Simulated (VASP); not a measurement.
Energy against volume of KTaO₃ (cubic perovskite). Method: r2SCAN+rVV10, VASP's PBE PAW potentials (set 64) (plane waves; VASP 6.6.1). Numerical set-up: 520 eV cut-off, 6×6×6 Γ-centred mesh, Gaussian smearing of 0.050 eV, potentials K_sv Ta_pv O.

```
V (Å³/atom)  E (eV/atom)
-----------  -----------
12.305         -17.23163
12.685         -17.24024
13.066         -17.23350
13.446         -17.21384
```

**Question.** Fit these four points and predict the energy of the run at 11.924 Å³/atom.

**Answer.** A cubic in V^(−2/3), the third-order Birch-Murnaghan form, passes through the four points with V0 = 12.70 Å³/atom and B0 = 214 GPa, and gives -17.2048 eV/atom there. The run gave -17.2050 eV/atom, -0.2 meV/atom from the fit; all five points give B0 = 213 GPa.

The compound is KTaO3 in the cubic perovskite structure. It was relaxed first.
